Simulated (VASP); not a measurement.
A convergence study with VASP on Li$_{2}$S (antifluorite): one setting is varied, all else stays as given below, so the limit is that of these other settings.

```yaml
crystal:
  lattice:
    - [0.00000, 2.86000, 2.86000]
    - [2.86000, 0.00000, 2.86000]
    - [2.86000, 2.86000, 0.00000]
  atoms:
    - { symbol: Li, position: [0.25000, 0.25000, 0.25000] }
    - { symbol: Li, position: [0.75000, 0.75000, 0.75000] }
    - { symbol: S, position: [0.00000, 0.00000, 0.00000] }
```

All values below come from PBE GGA, VASP's PBE PAW potentials (set 64) (plane waves; VASP 6.6.1). The tightest run used: 700 eV cut-off, 16×16×16 Γ-centred mesh, tetrahedra with Blöchl corrections, potentials Li_sv S.

Gaps are read on the run's mesh, which can miss a band edge.

Problem. The settings run are 3×3×3 mesh; 4×4×4 mesh; 5×5×5 mesh; 6×6×6 mesh; 7×7×7 mesh; 8×8×8 mesh; 9×9×9 mesh; 10×10×10 mesh; 11×11×11 mesh; 12×12×12 mesh; 13×13×13 mesh; 14×14×14 mesh; 15×15×15 mesh; 16×16×16 mesh. From which on does the stress (every component) stay within 0.1 GPa of the tightest run?

Solution. From 4×4×4 mesh on: it is off by 0.05 there and by no more than 0.1 in any finer run, while 3×3×3 mesh is off by 0.30.
```csv
setting,E (eV/atom),pressure (GPa),gap on the mesh (eV),irreducible k-points,difference judged (GPa)
3×3×3 mesh,-3.9795,-0.16,4.113,4,0.30
4×4×4 mesh,-3.9957,-0.41,3.393,8,0.05
5×5×5 mesh,-3.9979,-0.45,3.677,10,0.01
6×6×6 mesh,-3.9982,-0.46,3.397,16,0.00
7×7×7 mesh,-3.9983,-0.46,3.542,20,0.00
8×8×8 mesh,-3.9983,-0.46,3.397,29,0.00
9×9×9 mesh,-3.9983,-0.46,3.485,35,0.00
10×10×10 mesh,-3.9983,-0.46,3.397,47,0.00
11×11×11 mesh,-3.9983,-0.46,3.456,56,0.00
12×12×12 mesh,-3.9983,-0.46,3.397,72,0.00
13×13×13 mesh,-3.9983,-0.46,3.439,84,0.00
14×14×14 mesh,-3.9983,-0.46,3.397,104,0.00
15×15×15 mesh,-3.9983,-0.46,3.429,120,0.00
16×16×16 mesh,-3.9983,-0.46,3.397,145,0.00
```

Left out are rungs that failed or repeat a setting and relaxations that didn't move; long series are thinned to 24 rows.

The compound is Li2S in the antifluorite structure. The cell was not relaxed at this level.
